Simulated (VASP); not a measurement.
# ZnHgO2 (P4/mmm) in VASP: a series of runs

The runs below take ZnHgO2 through relaxation of cell and atoms, with PBE.

Everything below comes from runs of VASP 6.6.1. Logs are shortened: lines on timing, memory, paths and dates and some standing lists are left out, and cuts for length are marked.

### 1 Starting point

Symmetry: P4/mmm, No. 123, tetragonal system. Conventional cell: a = 4.009 Å, b = 4.009 Å, c = 3.305 Å, α = 90.00°, β = 90.00°, γ = 90.00°. Zn (site symmetry 4/mmm) is surrounded by 4 O at 2.00 Å. Hg (site symmetry 4/mmm) is surrounded by 8 O at 2.60 Å. O (site symmetry mmm) is surrounded by 2 Zn at 2.00 Å.

The cell was built by a generator and needn't be a form met in nature.

### 2 Relaxation of cell and atoms, PBE

The input, INCAR:

```
ALGO = Fast
EDIFF = 1E-6
EDIFFG = -0.01
ENCUT = 900
GGA = PE
IBRION = 2
ISIF = 3
ISMEAR = -1
LASPH = T
LCHARG = F
LREAL = F
LWAVE = F
NELM = 60
NSW = 40
PREC = Accurate
SIGMA = 0.05
```

The input, KPOINTS:

```
k-points
0
Gamma
  5 5 6
```

The input, POSCAR:

```
ZnHgO2
1.0
    4.0092200000      0.0000000000      0.0000000000
    0.0000000000      4.0092200000      0.0000000000
    0.0000000000      0.0000000000      3.3045900000
Zn Hg O
1 1 2
Direct
    0.0000000000      0.0000000000      0.0000000000
    0.5000000000      0.5000000000      0.5000000000
    0.5000000000      0.0000000000      0.0000000000
    0.0000000000      0.5000000000      0.0000000000
```

Potentials or basis: VASP PAW PBE potentials, release 64 (Zn, Hg, O_s).

Started as:

```console
$ cat potpaw_PBE.64/Zn/POTCAR potpaw_PBE.64/Hg/POTCAR potpaw_PBE.64/O_s/POTCAR > POTCAR
$ mpirun -np 1 vasp_std > vasp.out
```

OUTCAR:

```text
EDIFF = 1E-6
   EDIFFG = -0.01
   ENCUT = 900
   GGA = PE
   IBRION = 2
   ISIF = 3
   ISMEAR = -1
   LASPH = T
   LREAL = F
   NELM = 60
   NSW = 40
   PREC = Accurate

 ion  position               nearest neighbor table
   1  0.000  0.000  0.000-   3 2.00   4 2.00   4 2.00   3 2.00   2 3.28   2 3.28   2 3.28   2 3.28
                             2 3.28   2 3.28   2 3.28   2 3.28
   2  0.500  0.500  0.500-   3 2.60   4 2.60   3 2.60   4 2.60   3 2.60   3 2.60   4 2.60   4 2.60
                             1 3.28   1 3.28   1 3.28   1 3.28   1 3.28   1 3.28   1 3.28   1 3.28
   3  0.500  0.000  0.000-   1 2.00   1 2.00   2 2.60   2 2.60   2 2.60   2 2.60
   4  0.000  0.500  0.000-   1 2.00   1 2.00   2 2.60   2 2.60   2 2.60   2 2.60

  LATTYP: Found a simple tetragonal cell.
 ALAT       =     4.0092200000
 C/A-ratio  =     0.8242476093

  Lattice vectors:

 A1 = (   4.0092200000,   0.0000000000,   0.0000000000)
 A2 = (   0.0000000000,   4.0092200000,   0.0000000000)
 A3 = (   0.0000000000,   0.0000000000,   3.3045900000)

Analysis of symmetry for initial positions (statically):
=====================================================================
 Subroutine PRICEL returns:
 Original cell was already a primitive cell.

 Routine SETGRP: Setting up the symmetry group for a
 simple tetragonal supercell.

 Subroutine GETGRP returns: Found 16 space group operations
 (whereof 16 operations were pure point group operations)
 out of a pool of 16 trial point group operations.

The static configuration has the point symmetry D_4h.

Analysis of symmetry for dynamics (positions and initial velocities):
=====================================================================
 Subroutine PRICEL returns:
 Original cell was already a primitive cell.

 Routine SETGRP: Setting up the symmetry group for a
 simple tetragonal supercell.

 Subroutine GETGRP returns: Found 16 space group operations
 (whereof 16 operations were pure point group operations)
 out of a pool of 16 trial point group operations.

The dynamic configuration has the point symmetry D_4h.

 Subroutine INISYM returns: Found 16 space group operations
 (whereof 16 operations are pure point group operations),
 and found     1 'primitive' translations

----------------------------------------------------------------------------------------

                                     Primitive cell

  volume of cell :      53.1175

  direct lattice vectors                    reciprocal lattice vectors
     4.009220000  0.000000000  0.000000000     0.249425075  0.000000000  0.000000000
     0.000000000  4.009220000  0.000000000     0.000000000  0.249425075  0.000000000
     0.000000000  0.000000000  3.304590000     0.000000000  0.000000000  0.302609401

  length of vectors
     4.009220000  4.009220000  3.304590000     0.249425075  0.249425075  0.302609401

  position of ions in fractional coordinates (direct lattice)
     0.000000000  0.000000000  0.000000000
     0.500000000  0.500000000  0.500000000
     0.500000000  0.000000000  0.000000000
     0.000000000  0.500000000  0.000000000

  ion indices of the primitive-cell ions
   primitive index   ion index
                 1           1
                 2           2
                 3           3
                 4           4

----------------------------------------------------------------------------------------

 KPOINTS: k-points

Automatic generation of k-mesh.
 Grid dimensions read from file:
 generate k-points for:    5    5    6

 Generating k-lattice:

  Cartesian coordinates                     Fractional coordinates (reciprocal lattice)
     0.049885015  0.000000000  0.000000000     0.200000000  0.000000000  0.000000000
     0.000000000  0.049885015  0.000000000     0.000000000  0.200000000  0.000000000
     0.000000000  0.000000000  0.050434900     0.000000000  0.000000000  0.166666667

  Length of vectors
     0.049885015  0.049885015  0.050434900

  Shift w.r.t. Gamma in fractional coordinates (k-lattice)
     0.000000000  0.000000000  0.000000000

 Subroutine IBZKPT returns following result:
 ===========================================

 Found     24 irreducible k-points:

 Following reciprocal coordinates:
            Coordinates               Weight
  0.000000  0.000000  0.000000      1.000000
  0.200000  0.000000  0.000000      4.000000
  0.400000  0.000000  0.000000      4.000000
  0.200000  0.200000  0.000000      4.000000
  0.400000  0.200000  0.000000      8.000000
  0.400000  0.400000  0.000000      4.000000
[... 16 lines left out ...]
  0.400000  0.200000  0.500000      8.000000
  0.400000  0.400000  0.500000      4.000000
   k-points           NKPTS =     24   k-points in BZ     NKDIM =     24   number of bands    NBANDS=     22
   number of dos      NEDOS =    301   number of ions     NIONS =      4
   total plane-waves  NPLWV =  51200
   dimension x,y,z NGX =    40 NGY =   40 NGZ =   32
   dimension x,y,z NGXF=    80 NGYF=   80 NGZF=   64
   ions per type =               1   1   2
   NGX,Y,Z   is equivalent  to a cutoff of  16.59, 16.59, 16.10 a.u.
   NGXF,Y,Z  is equivalent  to a cutoff of  33.17, 33.17, 32.20 a.u.
 SYSTEM =  unknown system
   PREC   = accura    normal or accurate (medium, high low for compatibility)
   ISTART =      0    job   : 0-new  1-cont  2-samecut
   ICHARG =      2    charge: 1-file 2-atom 10-const
   ISPIN  =      1    spin polarized calculation?
   LNONCOLLINEAR =      F non collinear calculations
   LSORBIT =      F    spin-orbit coupling
   LASPH  =      T    aspherical Exc in radial PAW
   ENCUT  =  900.0 eV  66.15 Ry    8.13 a.u.   9.81  9.81  8.08*2*pi/ulx,y,z
   NELM   =     60;   NELMIN=  2; NELMDL= -5     # of ELM steps
   EDIFF  = 0.1E-05   stopping-criterion for ELM
   LREAL  =      F    real-space projection
   EDIFFG = -.1E-01   stopping-criterion for IOM
   NSW    =     40    number of steps for IOM
   IBRION =      2    ionic relax: 0-MD 1-quasi-New 2-CG
   NFREE  =      1    steps in history (QN), initial steepest desc. (CG)
   ISIF   =      3    stress and relaxation
   ISYM   =      2    0-nonsym 1-usesym 2-fastsym
   POTIM  = 0.5000    time-step for ionic-motion
   TEBEG  =    0.0;   TEEND  =   0.0 temperature during run
   PSTRESS=    0.0 pullay stress
   NELECT =      36.0000    total number of electrons
   NUPDOWN=      -1.0000    fix difference up-down
   EMIN   =  10.00;   EMAX   =-10.00  energy-range for DOS
   EFERMI =   0.00;   METHOD = LEGACY
   ISMEAR =    -1;   SIGMA  =   0.05  broadening in eV -4-tet -1-fermi 0-gaus
   EFERMI_NEDOS =   21; number of points for ismear=-14 and -15
   IALGO  =     68    algorithm
   IMIX   =      4    mixing-type and parameters
     AMIX     =   0.40;   BMIX     =  1.00
     AMIX_MAG =   1.60;   BMIX_MAG =  1.00
  volume/ion in A,a.u.               =      13.28        89.61
  Fermi-wavevector in a.u.,A,eV,Ry     =   1.438014  2.717453 28.135286  2.067885
  Thomas-Fermi vector in A             =   2.557028
   LORBIT       =      0    0 simple, 1 ext, 2 COOP (PROOUT), +10 PAW based schemes
   GGA     = PE    functional components
   LHFCALC =     F    Hartree Fock is set to
   AEXX    =    0.0000 exact exchange contribution
   IVDW    =     0    specifies the selected vdW correction
   LEPSILON=     F    determine dielectric tensor
   LRPA    =     F    only Hartree local field effects (RPA)
 conjugate gradient relaxation of ions
 non-spin polarized calculation
 RMM-DIIS sequential band-by-band and
  energy-cutoff  :      900.00
  volume of cell :       53.12
 maximum number of plane-waves:      3292
 NGX is ok and might be reduce to    40
   NGX = 19   NGY = 19   NGZ = 17

--------------------------------------- Ionic step        1  -------------------------------------------

 number of electron      36.0000002 magnetization

 Free energy of the ion-electron system (eV)
  ---------------------------------------------------
  ext. energy  EPLUGINS =         0.00000000
  ---------------------------------------------------
  free energy    TOTEN  =       -13.16242325 eV

  energy without entropy =      -13.15246371  energy(sigma->0) =      -13.15744348

------------------------ aborting loop because EDIFF is reached ----------------------------------------

  FORCE on cell =-STRESS in cart. coord.  units (eV):
  Direction    XX          YY          ZZ          XY          YZ          ZX
  --------------------------------------------------------------------------------------
  -------------------------------------------------------------------------------------
  Total        0.4346250      0.4346250      0.2059220      0.0000000      0.0000000      0.0000000
  in kB       13.1095554     13.1095554      6.2112060      0.0000000      0.0000000      0.0000000
  external PRESSURE =      10.8101056 kB  Pullay stress =       0.0000000 kB

 VOLUME and BASIS-vectors are now :
 -----------------------------------------------------------------------------
  energy-cutoff  :      900.00
  volume of cell :       53.12
      direct lattice vectors                 reciprocal lattice vectors
     4.009220000  0.000000000  0.000000000     0.249425075  0.000000000  0.000000000
     0.000000000  4.009220000  0.000000000     0.000000000  0.249425075  0.000000000
     0.000000000  0.000000000  3.304590000     0.000000000  0.000000000  0.302609401
[... 77 lines left out ...]
 POSITION                                       TOTAL-FORCE (eV/Angst)
 -----------------------------------------------------------------------------------
      0.00000      0.00000      0.00000         0.000000      0.000000      0.000000
      2.01163      2.01163      1.65504         0.000000      0.000000      0.000000
      2.01163      0.00000      0.00000         0.000000      0.000000      0.000000
      0.00000      2.01163      0.00000         0.000000     -0.000000      0.000000
 -----------------------------------------------------------------------------------
    total drift:                               -0.000000      0.000000     -0.000000

  FREE ENERGIE OF THE ION-ELECTRON SYSTEM (eV)
  ---------------------------------------------------
  free  energy   TOTEN  =       -13.1641491018 eV

  energy  without entropy=      -13.1540991509  energy(sigma->0) =      -13.15912413

--------------------------------------- Ionic step        4  -------------------------------------------

 number of electron      36.0000002 magnetization

 Free energy of the ion-electron system (eV)
  ---------------------------------------------------
  ext. energy  EPLUGINS =         0.00000000
  ---------------------------------------------------
  free energy    TOTEN  =       -13.16414165 eV

  energy without entropy =      -13.15409841  energy(sigma->0) =      -13.15912003

 E-fermi :   2.3537     XC(G=0): -11.2081

 val. band max:        2.3360035174   @ k =   0.4000   0.4000   0.5000
 cond. band min:       2.6965498069   @ k =   0.2000   0.2000   0.0000
 fundamental gap:      0.3605462896
 Fermi energy:         2.3536792193

 k-point     1 :       0.0000    0.0000    0.0000
  band No.  band energies     occupation
      1     -15.6964      2.00000
      2     -14.5096      2.00000
      3      -4.0396      2.00000
      4      -3.6174      2.00000
      5      -3.6036      2.00000
      6      -3.5214      2.00000
[... 14 lines left out ...]
     21      11.2441      0.00000
     22      11.2441      0.00000
[... 595 lines left out ...]
 POSITION                                       TOTAL-FORCE (eV/Angst)
 -----------------------------------------------------------------------------------
      0.00000      0.00000      0.00000         0.000000      0.000000      0.000000
      2.01107      2.01107      1.65482         0.000000      0.000000      0.000000
      2.01107      0.00000      0.00000         0.000000      0.000000      0.000000
      0.00000      2.01107      0.00000         0.000000     -0.000000      0.000000
 -----------------------------------------------------------------------------------
    total drift:                               -0.000000      0.000000     -0.000000

  FREE ENERGIE OF THE ION-ELECTRON SYSTEM (eV)
  ---------------------------------------------------
  free  energy   TOTEN  =       -13.1641416523 eV

  energy  without entropy=      -13.1540984060  energy(sigma->0) =      -13.15912003

 reached required accuracy - stopping structural energy minimisation
```

It took 68 s on 1 thread of AMD EPYC 9R45 (Zen 5), shared host; peak memory 0.24 GiB.

What came out:

| Quantity | Value |
| --- | --- |
| Free energy | -13.1641 eV |
| Relaxed volume | 13.39 Å³/atom |
| Relaxed cell | a = 4.022 Å, b = 4.022 Å, c = 3.310 Å, α = 90.00°, β = 90.00°, γ = 90.00° |
| Space group after relaxing (to 0.05 Å) | P4/mmm (No. 123) |
| Energy gained by relaxing | 0.4 meV/atom |
| Ionic steps | 4 |
| Pressure after relaxing | 0.1 GPa |
| Band gap on the k mesh | none (metal or under the smearing width) |

Stress tensor (GPa, compression positive):
```
0.02 0.00 0.00
0.00 0.02 0.00
0.00 0.00 0.12
```

Step by step:
| step | energy change (eV) | largest force (eV/Å) | pressure (GPa) | volume (Å³) |
| --- | --- | --- | --- | --- |
| 1 | 0.0000 | 0.0000 | 1.08 | 53.12 |
| 2 | -0.0013 | 0.0000 | -0.55 | 53.81 |
| 3 | -0.0017 | 0.0000 | -0.08 | 53.58 |
| 4 | -0.0017 | 0.0000 | 0.06 | 53.54 |

Final structure:
```
CELL_PARAMETERS angstrom
4.02214 0.00000 0.00000
0.00000 4.02214 0.00000
0.00000 0.00000 3.30964
ATOMIC_POSITIONS crystal
Zn 0.00000 0.00000 0.00000
Hg 0.50000 0.50000 0.50000
O 0.50000 0.00000 0.00000
O 0.00000 0.50000 0.00000
```

### 3 Relaxation of cell and atoms, PBE

INCAR is that of step 2.

KPOINTS is that of step 2.

POSCAR is that of step 2.

Potentials or basis: VASP PAW PBE potentials, release 54 (Zn, Hg, O).

Started as:

```console
$ cat potpaw_PBE.54/Zn/POTCAR potpaw_PBE.54/Hg/POTCAR potpaw_PBE.54/O/POTCAR > POTCAR
$ mpirun -np 1 vasp_std > vasp.out
```

It took 68 s on 1 thread of AMD EPYC 9R45 (Zen 5), shared host; peak memory 0.24 GiB.

The run converged. Its results:

| Property | Result |
| --- | --- |
| Free energy | -13.1720 eV |
| Relaxed volume | 13.39 Å³/atom |
| Relaxed cell | a = 4.022 Å, b = 4.022 Å, c = 3.310 Å, α = 90.00°, β = 90.00°, γ = 90.00° |
| Space group after relaxing (to 0.05 Å) | P4/mmm (No. 123) |
| Energy gained by relaxing | 0.4 meV/atom |
| Ionic steps | 3 |
| Pressure after relaxing | 0.0 GPa |
| Band gap on the k mesh | none (metal or under the smearing width) |

Stress tensor (GPa, compression positive):
```
-0.01  0.00  0.00
 0.00 -0.01  0.00
 0.00  0.00  0.10
```

Step by step:
| step | energy change (eV) | largest force (eV/Å) | pressure (GPa) | volume (Å³) |
| --- | --- | --- | --- | --- |
| 1 | 0.0000 | 0.0000 | 1.03 | 53.12 |
| 2 | -0.0011 | 0.0000 | -0.51 | 53.77 |
| 3 | -0.0015 | 0.0000 | 0.03 | 53.55 |

Final structure:
```
CELL_PARAMETERS angstrom
4.02220 0.00000 0.00000
0.00000 4.02220 0.00000
0.00000 0.00000 3.31001
ATOMIC_POSITIONS crystal
Zn 0.00000 0.00000 0.00000
Hg 0.50000 0.50000 0.50000
O 0.50000 0.00000 0.00000
O 0.00000 0.50000 0.00000
```

Levels at points of the mesh, in eV from the Fermi level:
```tsv
k point	band 15	band 16	band 17	band 18	band 19	band 20	band 21	band 22
(0.00, 0.00, 0.00)	-2.44	-2.17	-1.66	-1.66	-1.31	2.32	8.89	8.89
(0.00, 0.00, 0.50)	-3.20	-1.00	-0.54	-0.54	3.44	3.55	5.72	5.80
```

[end of part 1 of 2]
